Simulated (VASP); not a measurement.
Crystal: SnTeS4.

```
CELL_PARAMETERS angstrom
0.00000 4.14789 4.14789
4.14789 0.00000 4.14789
4.14789 4.14789 0.00000
ATOMIC_POSITIONS crystal
Sn 0.25000 0.25000 0.25000
Te 0.00000 0.00000 0.00000
S 0.62564 0.62564 0.62564
S 0.62564 0.62564 0.12309
S 0.62564 0.12309 0.62564
S 0.12309 0.62564 0.62564
```

The cell was built by a generator and needn't be a form met in nature.

- Program: VASP 6.6.1
- Task: relaxation of cell and atoms
- Functional: PBE
- Potentials or basis: VASP PAW PBE potentials, release 64 (Sn_d, Te, S)
- Cutoff: 520 eV
- k mesh: 3 × 3 × 3
- Occupations: gaussian, width 0.15 eV
- Spin: no spin polarisation

At the start: pressure -8.1 GPa; volume 23.79 Å³/atom.

Task: Where does the relaxation end?

Result: Over 12 steps the energy falls by 161.6 meV/atom and the volume is 19.85 Å³/atom (-16.5 %); space group F-43m (No. 216, to 0.05 Å).

The path:
```tsv
step	energy change (eV)	largest force (eV/Å)	pressure (GPa)	volume (Å³)
1	0.0000	0.3176	-8.12	142.73
2	-0.7750	0.4518	-0.70	119.24
3	-0.7795	0.4643	0.31	117.66
4	-0.7790	0.4594	-0.23	118.13
5	-0.8217	0.4986	-0.07	117.91
6	-0.9382	0.2939	0.50	117.24
7	-0.7129	1.3723	4.58	115.91
8	-0.9576	0.1605	0.83	117.02
9	-0.9608	0.0447	1.25	116.81
10	-0.9617	0.0191	1.15	116.87
11	-0.9620	0.0613	-0.97	121.36
12	-0.9696	0.0305	0.09	119.12
```

Final structure:
```yaml
crystal:
  lattice:
    - [0.00000, 3.90528, 3.90528]
    - [3.90528, 0.00000, 3.90528]
    - [3.90528, 3.90528, 0.00000]
  atoms:
    - { symbol: Sn, position: [0.25000, 0.25000, 0.25000] }
    - { symbol: Te, position: [0.00000, 0.00000, 0.00000] }
    - { symbol: S, position: [0.63686, 0.63686, 0.63686] }
    - { symbol: S, position: [0.63686, 0.63686, 0.08941] }
    - { symbol: S, position: [0.63686, 0.08941, 0.63686] }
    - { symbol: S, position: [0.08941, 0.63686, 0.63686] }
```

Caveat: the k mesh is coarse (spacing up to 0.44 Å⁻¹), so the values aren't converged; the volume moved by over 15 % at a fixed basis, so the end points are rough.
